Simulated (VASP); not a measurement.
# A VASP study of CoNiP (PBEsol + U): structure first, properties next, part 4 of 8

Aim: relax CoNiP, then compute properties on the relaxed cell. The start is a computed cell from the Materials Project.

VASP 6.6.1; PBEsol, DFT+U (Co d 3 eV, Ni d 5 eV), spin-polarised from a ferromagnetic start; plane waves and PAW (Co, Ni, P).

Still holding for the runs below: A U on the itinerant d states of such a compound is hard to justify; it moves the bands at the Fermi level.

So far. Step 2 (Full relaxation (PBEsol + U)): It ends with a largest force of 0.009 eV/Å and a pressure of 0.06 GPa. Step 3 (Second relaxation): It ends with a largest force of 0.003 eV/Å and a pressure of 0.04 GPa. The relaxed cell has a = 5.664, c = 3.206 Å (conventional setting).

### Step 4. Single point with fields (PBEsol + U)

The relaxed cell gets a fresh self-consistent run, on a basis set for its own volume, to fix the density and to check the remaining stress.

File INCAR:

```
SYSTEM = CoNiP
PREC = Accurate
ENCUT = 400
EDIFF = 1E-06
NELM = 100
ISMEAR = 0
SIGMA = 0.05
LREAL = .FALSE.
ALGO = Normal
GGA = PS
NBANDS = 55
ISPIN = 2
MAGMOM = 2 2 2 1 1 1 0 0 0
LDAU = .TRUE.
LDAUTYPE = 2
LDAUL = 2 2 -1
LDAUU = 3 5 0
LDAUJ = 0 0 0
LDAUPRINT = 1
LASPH = .TRUE.
LMAXMIX = 4
LORBIT = 11
LWAVE = .FALSE.
LCHARG = .TRUE.
ISIF = 2
LELF = .TRUE.
LVHAR = .TRUE.
```

File POSCAR:

```
CoNiP
1.0
    5.6636925259      0.0000000000      0.0000000000
   -2.8318462629      4.9049016066      0.0000000000
    0.0000000000      0.0000000000      3.2057148945
Co Ni P
3 3 3
Direct
    0.0000000000      0.7384148471      0.0000000000
    0.2615851529      0.2615851529      0.0000000000
    0.7384148471      0.0000000000      0.0000000000
    0.0000000000      0.3958656234      0.5000000000
    0.6041343766      0.6041343766      0.5000000000
    0.3958656234      0.0000000000      0.5000000000
    0.3333333300      0.6666666700      0.0000000000
    0.6666666700      0.3333333300      0.0000000000
    0.0000000000      0.0000000000      0.5000000000
```

File KPOINTS:

```
Automatic mesh
0
Gamma
5 5 7
0 0 0
```

The projector-augmented-wave data sets are Co, Ni and P (PBE family, release 64).

Started as:

```bash
> mpirun -np 8 vasp_std
```

What it wrote:

```text
[banner, memory and clock lines left out]
running    8 mpi-ranks, on    1 nodes
 distrk:  each k-point on    8 cores,    1 groups
 distr:  one band on    1 cores,    8 groups

 POSCAR found type information on POSCAR CoNiP
 POSCAR found :  3 types and       9 ions
 [... a notice as in an earlier step ...]

 [... a notice as in an earlier step ...]

 LDA part: xc-table for (Slater+PW92), standard interpolation
|                                                                             |
|           W    W    AA    RRRRR   N    N  II  N    N   GGGG   !!!           |
|           W    W   A  A   R    R  NN   N  II  NN   N  G    G  !!!           |
|           W    W  A    A  R    R  N N  N  II  N N  N  G       !!!           |
|           W WW W  AAAAAA  RRRRR   N  N N  II  N  N N  G  GGG   !            |
|           WW  WW  A    A  R   R   N   NN  II  N   NN  G    G                |
|           W    W  A    A  R    R  N    N  II  N    N   GGGG   !!!           |
|                                                                             |
|     The number of bands has been changed from the values supplied in        |
|     The orbitals not found in the WAVECAR file will be initialized with     |
|     random numbers, which is usually adequate. For correlated               |
|     calculations, however, you should redo the groundstate calculation.     |
|     I found NBANDS = 55. Now, NBANDS = 56.                                  |
|                                                                             |

 POSCAR, INCAR and KPOINTS ok, starting setup
 FFT: planning ... GRIDC
 FFT: planning ... GRID_SOFT
 FFT: planning ... GRID
 WAVECAR not read
 entering main loop
       N       E                     dE             d eps       ncg     rms          rms(c)
DAV:   1     0.535549731066E+03    0.53555E+03   -0.24734E+04  4480   0.139E+03
DAV:   2     0.107727847443E+02   -0.52478E+03   -0.48780E+03  4480   0.333E+02
DAV:   3    -0.495047718855E+02   -0.60278E+02   -0.56624E+02  4888   0.132E+02
DAV:   4    -0.515857743272E+02   -0.20810E+01   -0.20676E+01  5144   0.253E+01
DAV:   5    -0.516381859174E+02   -0.52412E-01   -0.52388E-01  5408   0.347E+00    0.379E+01
DAV:   6    -0.547591021572E+02   -0.31209E+01   -0.41780E+01  5312   0.980E+01    0.272E+01
DAV:   7    -0.519281493458E+02    0.28310E+01   -0.32512E+01  5248   0.138E+02    0.235E+01
DAV:   8    -0.485139768940E+02    0.34142E+01   -0.10020E+01  5384   0.684E+01    0.765E+00
DAV:   9    -0.486001028716E+02   -0.86126E-01   -0.22397E+00  5800   0.190E+01    0.364E+00
DAV:  10    -0.486250629384E+02   -0.24960E-01   -0.59884E-01  5168   0.883E+00    0.181E+00
DAV:  11    -0.486341834183E+02   -0.91205E-02   -0.63622E-02  5232   0.328E+00    0.108E+00
DAV:  12    -0.486414202372E+02   -0.72368E-02   -0.17063E-02  5544   0.110E+00    0.450E-01
DAV:  13    -0.486422924303E+02   -0.87219E-03   -0.32747E-03  5216   0.457E-01    0.231E-01
DAV:  14    -0.486423691246E+02   -0.76694E-04   -0.55978E-04  5592   0.296E-01    0.836E-02
DAV:  15    -0.486424146404E+02   -0.45516E-04   -0.16704E-04  5464   0.928E-02    0.223E-02
DAV:  16    -0.486424195938E+02   -0.49534E-05   -0.33207E-05  5192   0.621E-02    0.122E-02
DAV:  17    -0.486424208670E+02   -0.12733E-05   -0.47762E-06  4336   0.191E-02    0.582E-03
DAV:  18    -0.486424213776E+02   -0.51055E-06   -0.91407E-07  2840   0.812E-03
   1 F= -.48642421E+02 E0= -.48640745E+02  d E =-.335213E-02  mag=     0.0000
```

Elapsed: 36 s, on 8 MPI ranks of Intel Xeon Platinum 8259CL at 2.50GHz (Skylake/Cascade Lake), shared host; peak memory 1.1 GiB.

OUTCAR, selected parts (step 4):

```text
  LATTYP: Found a hexagonal cell.
 ALAT       =     5.6636925259
 C/A-ratio  =     0.5660114633

The static configuration has the point symmetry D_3h.

 Found     20 irreducible k-points:

   k-points           NKPTS =     20   k-points in BZ     NKDIM =     20   number of bands    NBANDS=     56

   NELECT =      72.0000    total number of electrons

atom =   1  type =  1  l = 2

 onsite density matrix

spin component  1

  0.8050  0.0000  0.0165  0.0000  0.0563
  0.0000  0.7664 -0.0000  0.0072 -0.0000
  0.0165 -0.0000  0.8297 -0.0000  0.0095
  0.0000  0.0072 -0.0000  0.7747 -0.0000
  0.0563 -0.0000  0.0095 -0.0000  0.7399

spin component  2

  0.8050  0.0000  0.0165  0.0000  0.0564
  0.0000  0.7664 -0.0000  0.0072 -0.0000
  0.0165 -0.0000  0.8297 -0.0000  0.0095
  0.0000  0.0072 -0.0000  0.7748 -0.0000
  0.0564 -0.0000  0.0095 -0.0000  0.7399

 occupancies and eigenvectors

  o =  0.7074  v =  0.0000  0.0000  0.0000  0.0000  0.0000 -0.5000  0.0000  0.0000 -0.0000  0.8660      0.0000  0.0000  0.0000  0.0000  0.0000  0.0000  0.0000  0.0000  0.0000  0.0000
  o =  0.7074  v = -0.5000 -0.0000  0.0000  0.0000  0.8660  0.0000  0.0000  0.0000  0.0000  0.0000      0.0000  0.0000  0.0000  0.0000  0.0000  0.0000  0.0000  0.0000  0.0000  0.0000
  o =  0.7622  v =  0.0000 -0.8660  0.0000  0.5000 -0.0000  0.0000  0.0000  0.0000  0.0000  0.0000      0.0000  0.0000  0.0000  0.0000  0.0000  0.0000  0.0000  0.0000  0.0000  0.0000
  o =  0.7622  v =  0.0000  0.0000  0.0000  0.0000  0.0000  0.0000  0.8660 -0.0000 -0.5000 -0.0000      0.0000  0.0000  0.0000  0.0000  0.0000  0.0000  0.0000  0.0000  0.0000  0.0000
  o =  0.7789  v =  0.0000 -0.5000  0.0000 -0.8660 -0.0000  0.0000  0.0000  0.0000  0.0000  0.0000      0.0000  0.0000  0.0000  0.0000  0.0000  0.0000  0.0000  0.0000  0.0000  0.0000
  o =  0.7789  v =  0.0000  0.0000  0.0000  0.0000  0.0000 -0.0000 -0.5000 -0.0000 -0.8660  0.0000      0.0000  0.0000  0.0000  0.0000  0.0000  0.0000  0.0000  0.0000  0.0000  0.0000
  o =  0.8141  v =  0.5476 -0.0000 -0.7747  0.0000  0.3161  0.0000  0.0000  0.0000  0.0000  0.0000      0.0000  0.0000  0.0000  0.0000  0.0000  0.0000  0.0000  0.0000  0.0000  0.0000
  o =  0.8141  v =  0.0000  0.0000  0.0000  0.0000  0.0000  0.5475 -0.0000 -0.7748  0.0000  0.3161      0.0000  0.0000  0.0000  0.0000  0.0000  0.0000  0.0000  0.0000  0.0000  0.0000
  o =  0.8531  v =  0.6709  0.0000  0.6323  0.0000  0.3874  0.0000  0.0000  0.0000  0.0000  0.0000      0.0000  0.0000  0.0000  0.0000  0.0000  0.0000  0.0000  0.0000  0.0000  0.0000
  o =  0.8531  v =  0.0000  0.0000  0.0000  0.0000  0.0000 -0.6710  0.0000 -0.6322  0.0000 -0.3874      0.0000  0.0000  0.0000  0.0000  0.0000  0.0000  0.0000  0.0000  0.0000  0.0000

atom =   2  type =  1  l = 2

 onsite density matrix

spin component  1

  0.8050  0.0000 -0.0165  0.0000 -0.0563
  0.0000  0.7664  0.0000 -0.0072  0.0000
 -0.0165  0.0000  0.8297 -0.0000  0.0095
  0.0000 -0.0072 -0.0000  0.7747 -0.0000
 -0.0563  0.0000  0.0095 -0.0000  0.7399

spin component  2

  0.8050  0.0000 -0.0165  0.0000 -0.0564
  0.0000  0.7664  0.0000 -0.0072  0.0000
 -0.0165  0.0000  0.8297 -0.0000  0.0095
  0.0000 -0.0072 -0.0000  0.7748 -0.0000
 -0.0564  0.0000  0.0095 -0.0000  0.7399

 occupancies and eigenvectors

  o =  0.7074  v =  0.0000  0.0000  0.0000  0.0000  0.0000 -0.5000 -0.0000 -0.0000 -0.0000 -0.8660      0.0000  0.0000  0.0000  0.0000  0.0000  0.0000  0.0000  0.0000  0.0000  0.0000
  o =  0.7074  v =  0.5000 -0.0000  0.0000  0.0000  0.8660  0.0000  0.0000  0.0000  0.0000  0.0000      0.0000  0.0000  0.0000  0.0000  0.0000  0.0000  0.0000  0.0000  0.0000  0.0000
  o =  0.7622  v =  0.0000 -0.8660  0.0000 -0.5000 -0.0000  0.0000  0.0000  0.0000  0.0000  0.0000      0.0000  0.0000  0.0000  0.0000  0.0000  0.0000  0.0000  0.0000  0.0000  0.0000
  o =  0.7622  v =  0.0000  0.0000  0.0000  0.0000  0.0000  0.0000 -0.8660 -0.0000 -0.5000  0.0000      0.0000  0.0000  0.0000  0.0000  0.0000  0.0000  0.0000  0.0000  0.0000  0.0000
  o =  0.7789  v =  0.0000 -0.5000  0.0000  0.8660 -0.0000  0.0000  0.0000  0.0000  0.0000  0.0000      0.0000  0.0000  0.0000  0.0000  0.0000  0.0000  0.0000  0.0000  0.0000  0.0000
  o =  0.7789  v =  0.0000  0.0000  0.0000  0.0000  0.0000 -0.0000  0.5000  0.0000 -0.8660 -0.0000      0.0000  0.0000  0.0000  0.0000  0.0000  0.0000  0.0000  0.0000  0.0000  0.0000
  o =  0.8141  v = -0.5476 -0.0000 -0.7747  0.0000  0.3161  0.0000  0.0000  0.0000  0.0000  0.0000      0.0000  0.0000  0.0000  0.0000  0.0000  0.0000  0.0000  0.0000  0.0000  0.0000
  o =  0.8141  v =  0.0000  0.0000  0.0000  0.0000  0.0000 -0.5475 -0.0000 -0.7748  0.0000  0.3161      0.0000  0.0000  0.0000  0.0000  0.0000  0.0000  0.0000  0.0000  0.0000  0.0000
  o =  0.8531  v = -0.6709  0.0000  0.6323 -0.0000  0.3874  0.0000  0.0000  0.0000  0.0000  0.0000      0.0000  0.0000  0.0000  0.0000  0.0000  0.0000  0.0000  0.0000  0.0000  0.0000
  o =  0.8531  v =  0.0000  0.0000  0.0000  0.0000  0.0000 -0.6710 -0.0000  0.6322  0.0000  0.3874      0.0000  0.0000  0.0000  0.0000  0.0000  0.0000  0.0000  0.0000  0.0000  0.0000

atom =   3  type =  1  l = 2

 onsite density matrix

spin component  1

  0.7074 -0.0000 -0.0000 -0.0000 -0.0000
 -0.0000  0.7789  0.0000  0.0000 -0.0000
 -0.0000  0.0000  0.8297  0.0000 -0.0191
 -0.0000  0.0000  0.0000  0.7622 -0.0000
[...]
o =  0.8379  v =  0.0000 -1.0000 -0.0000 -0.0000  0.0000  0.0000  0.0000  0.0000  0.0000  0.0000      0.0000  0.0000  0.0000  0.0000  0.0000  0.0000  0.0000  0.0000  0.0000  0.0000
  o =  0.8379  v =  0.0000  0.0000  0.0000  0.0000  0.0000  0.0000 -1.0000 -0.0000 -0.0000  0.0000      0.0000  0.0000  0.0000  0.0000  0.0000  0.0000  0.0000  0.0000  0.0000  0.0000
  o =  0.8950  v =  0.0000 -0.0000  0.2254 -0.0000 -0.9743  0.0000  0.0000  0.0000  0.0000  0.0000      0.0000  0.0000  0.0000  0.0000  0.0000  0.0000  0.0000  0.0000  0.0000  0.0000
  o =  0.8950  v =  0.0000  0.0000  0.0000  0.0000  0.0000  0.0000 -0.0000  0.2255 -0.0000 -0.9743      0.0000  0.0000  0.0000  0.0000  0.0000  0.0000  0.0000  0.0000  0.0000  0.0000
  o =  0.9094  v = -1.0000 -0.0000 -0.0000  0.0000 -0.0000  0.0000  0.0000  0.0000  0.0000  0.0000      0.0000  0.0000  0.0000  0.0000  0.0000  0.0000  0.0000  0.0000  0.0000  0.0000
  o =  0.9094  v =  0.0000  0.0000  0.0000  0.0000  0.0000 -1.0000 -0.0000 -0.0000  0.0000 -0.0000      0.0000  0.0000  0.0000  0.0000  0.0000  0.0000  0.0000  0.0000  0.0000  0.0000
  o =  0.9468  v = -0.0000 -0.0000  0.9743 -0.0000  0.2254  0.0000  0.0000  0.0000  0.0000  0.0000      0.0000  0.0000  0.0000  0.0000  0.0000  0.0000  0.0000  0.0000  0.0000  0.0000
  o =  0.9468  v =  0.0000  0.0000  0.0000  0.0000  0.0000 -0.0000 -0.0000  0.9743 -0.0000  0.2255      0.0000  0.0000  0.0000  0.0000  0.0000  0.0000  0.0000  0.0000  0.0000  0.0000

 E-fermi :  11.8813

 spin component 1
 k-point     1 :       0.0000    0.0000    0.0000
  band No.  band energies     occupation
    ...
     34      11.2164      1.00000
     35      11.2491      1.00000
     36      11.2491      1.00000
     37      11.4478      1.00000
     38      11.7392      0.99997
     39      15.8975      0.00000
     40      15.9566      0.00000
     41      15.9566      0.00000
     42      16.4085      0.00000
     43      17.4522      0.00000
    ...

 k-point     2 :       0.2000   -0.0000    0.0000
  band No.  band energies     occupation
    ...
     32      10.9096      1.00000
     33      10.9346      1.00000
     34      11.2295      1.00000
     35      11.2316      1.00000
     36      11.4564      1.00000
     37      12.1234      0.00000
     38      12.2029      0.00000
     39      15.0334      0.00000
     40      15.3808      0.00000
     41      15.6330      0.00000
    ...

 k-point     3 :       0.4000    0.0000    0.0000
  band No.  band energies     occupation
    ...
     32      10.9910      1.00000
     33      11.1751      1.00000
     34      11.2392      1.00000
     35      11.3956      1.00000
     36      11.4036      1.00000
     37      12.7949      0.00000
     38      13.4436      0.00000
     39      14.0012      0.00000
     40      14.2841      0.00000
     41      14.7498      0.00000
    ...

 k-point     4 :       0.2000    0.2000    0.0000
  band No.  band energies     occupation
    ...
     32      10.7797      1.00000
     33      11.1340      1.00000
     34      11.2264      1.00000
     35      11.3343      1.00000
     36      11.4352      1.00000
     37      12.6824      0.00000
     38      13.0969      0.00000
     39      14.1174      0.00000
     40      14.8198      0.00000
     41      15.2004      0.00000
    ...

  Total        0.1489287      0.1489287      0.0511989      0.0000000      0.0000000      0.0000000
  in kB        2.6793796      2.6793796      0.9211207      0.0000000      0.0000000      0.0000000
  external PRESSURE =       2.0932933 kB  Pullay stress =       0.0000000 kB

  energy-cutoff  :      400.00
  volume of cell :       89.05
      direct lattice vectors                 reciprocal lattice vectors
     5.663692526  0.000000000  0.000000000     0.176563257  0.101938844  0.000000000
    -2.831846263  4.904901607  0.000000000     0.000000000  0.203877688  0.000000000
     0.000000000  0.000000000  3.205714894     0.000000000  0.000000000  0.311942900

 POSITION                                       TOTAL-FORCE (eV/Angst)
 -----------------------------------------------------------------------------------
     -2.09108      3.62185      0.00000         0.001585     -0.002745      0.000000
      0.74077      1.28305      0.00000         0.001585      0.002745      0.000000
      4.18215      0.00000      0.00000        -0.003170     -0.000000      0.000000
     -1.12103      1.94168      1.60286        -0.000212      0.000368     -0.000000
      1.71082      2.96322      1.60286        -0.000212     -0.000368      0.000000
      2.24206      0.00000      1.60286         0.000425     -0.000000      0.000000
     -0.00000      3.26993      0.00000         0.000000     -0.000000      0.000000
      2.83185      1.63497      0.00000         0.000000     -0.000000      0.000000
      0.00000      0.00000      1.60286         0.000000     -0.000000      0.000000
 -----------------------------------------------------------------------------------
    total drift:                               -0.000006     -0.000010      0.000000

  FREE ENERGIE OF THE ION-ELECTRON SYSTEM (eV)
  ---------------------------------------------------
  free  energy   TOTEN  =       -48.6424213776 eV

  energy  without entropy=      -48.6390692448  energy(sigma->0) =      -48.64074531

 total charge
# of ion       s       p       d       tot
------------------------------------------
    1        0.474   0.700   7.786   8.960
    2        0.474   0.700   7.786   8.960
    3        0.474   0.700   7.786   8.960
    4        0.429   0.578   8.768   9.775
    5        0.429   0.578   8.768   9.775
    6        0.429   0.578   8.768   9.775
    7        1.000   1.455   0.000   2.455
    8        1.000   1.455   0.000   2.455
    9        0.985   1.511   0.000   2.496
--------------------------------------------------
tot          5.695   8.255  49.662  63.612

 magnetization (x)
# of ion       s       p       d       tot
------------------------------------------
    1        0.000   0.000  -0.000  -0.000
    2        0.000   0.000  -0.000  -0.000
    3        0.000   0.000  -0.000  -0.000
    4        0.000   0.000  -0.000  -0.000
    5        0.000   0.000  -0.000  -0.000
    6        0.000   0.000  -0.000  -0.000
    7       -0.000   0.000   0.000   0.000
    8       -0.000   0.000   0.000   0.000
    9       -0.000  -0.000   0.000  -0.000
--------------------------------------------------
tot          0.000   0.000  -0.000  -0.000

[... 4 parts as in an earlier step ...]

[... 10 further parts left out ...]
```

With spin, VASP writes an ELF for each channel.

Numbers from this step:

```yaml
scf_cycles: 18
bands: 56
pressure: 0.2093 GPa
```

Valence electrons inside each PAW sphere by angular momentum. Sphere charges, by row:

```tsv
atom	s (e)	p (e)	d (e)	tot (e)
Co1	0.474	0.7	7.786	8.96
Co2	0.474	0.7	7.786	8.96
Co3	0.474	0.7	7.786	8.96
Ni4	0.429	0.578	8.768	9.775
Ni5	0.429	0.578	8.768	9.775
Ni6	0.429	0.578	8.768	9.775
P7	1	1.455	0	2.455
P8	1	1.455	0	2.455
P9	0.985	1.511	0	2.496
```

Electrostatic potential energy in the ac plane at fractional y = 0.000, with atoms of Co and Ni and P within 0.2 Å of it. With pseudopotentials it is smooth inside the atoms' cores, unlike the true potential.

Ten even steps from '_' (-93 eV) to '@' (2 eV), each cell a mean:
```
@@@@@@@@@@@@@@@@@@@@**....++%%@@
%%@@@@@@@@@@@@@@@@@@%%****%%@@@@
==**%%@@@@##**##%%@@@@@@@@@@%%++
__--##@@%%--..::##@@@@@@@@@@++..
__::##@@##::__..**@@@@@@@@%%++__
::==%%@@%%++--++%%@@@@@@@@@@##--
##%%@@@@@@%%%%%%@@@@@@%%%%%%%%##
@@@@@@@@@@@@@@@@@@@@##----**%%@@
@@@@@@@@@@@@@@@@@@@@++____--%%@@
```
Columns run along a (5.7 Å; values clipped at the 3rd and 97th percentile), rows up along c (3.2 Å). Atoms in or near the plane, at fractional coordinates: Co at (0.74, 0.00), Ni at (0.40, 0.50), P at (0.00, 0.50).

ELF of down spins in the ac plane at fractional y = 0.000, with atoms of Co and Ni and P within 0.2 Å of it. It is the smooth field of the valence electrons, not physical close to the nuclei.

Ten even steps from '0' (0.00) to '9' (0.69), each cell a mean:
```
5444322233100134
8865322233211368
9995311123223699
4796300012224896
2796300012225884
7996310023224798
9985322233223589
7654322233100246
4333322233100033
```
Columns run along a (5.7 Å), rows up along c (3.2 Å). Atoms in or near the plane, at fractional coordinates: Co at (0.74, 0.00), Ni at (0.40, 0.50), P at (0.00, 0.50).

Valence density in the ac plane at fractional y = 0.000, with atoms of Co and Ni and P within 0.2 Å of it. It is the smooth field of the valence electrons, not physical close to the nuclei.

Ten even steps from '_' (0 e/Å³) to '@' (12 e/Å³), each cell a mean:
```
____________________::++++::____
______________________......____
__________..::..________________
__________==%%++..______________
________..++@@**..______________
__________::==--________________
________________________________
____________________..----..____
____________________::****--____
```
Columns run along a (5.7 Å), rows up along c (3.2 Å). Atoms in or near the plane, at fractional coordinates: Co at (0.74, 0.00), Ni at (0.40, 0.50), P at (0.00, 0.50).

In this run the pressure is 0.21 GPa, small enough to go on.

[end of part 4 of 8]

[Lines on the potential files, build, host, timing and source positions are cut from VASP's logs without a mark.]

[Logs are printed without paths, hosts, clocks, repeated set-up lines and the standing remarks that a program may print on its own settings, such as how far it seeks lower states.]

[Hosts, paths, dates, database ids (printed as entryN), source tags and the programs' standing remarks are cut or masked in the printed files.]

[A measured line is paired with the nearest computed mode of its activity, which favours agreement.]
